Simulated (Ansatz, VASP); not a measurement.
Two plane-wave programs on MoBr

```
CELL_PARAMETERS angstrom
0.00000 3.62679 3.62679
3.62679 0.00000 3.62679
3.62679 3.62679 0.00000
ATOMIC_POSITIONS crystal
Mo 0.50000 0.50000 0.50000
Mo 0.75000 0.75000 0.75000
Br 0.00000 0.00000 0.00000
Br 0.25000 0.25000 0.25000
```

Alike in both runs: task single point; functional PBE; k mesh 4 × 4 × 4; occupations gaussian, width 0.1 eV; collinear spin.

```csv
,VASP,Ansatz
version,VASP 6.6.1,Ansatz 0.2.0
potentials or method,"VASP PAW PBE potentials, release 64 (Mo_sv, Br)","scalar-relativistic, plane waves, PAW"
plane-wave cutoff (eV),520,420
valence electrons in the cell,42,42
```

```csv
,VASP,Ansatz,Ansatz less VASP
gap on the k mesh at the Fermi level (eV),none,none,-
pressure (GPa),-11.8,-11.8,-0.04
net moment per atom (μB),0.96,0.96,0.000
size of the moment on the site where the two differ most (μB),1.43,1.46,+0.030
```

Site moments also hang on the region over which each program counts them. A gap of «none» marks a metal or a gap that the smearing closes.

Caveats: the k mesh is coarse (spacing up to 0.38 Å⁻¹), so the values aren't converged.
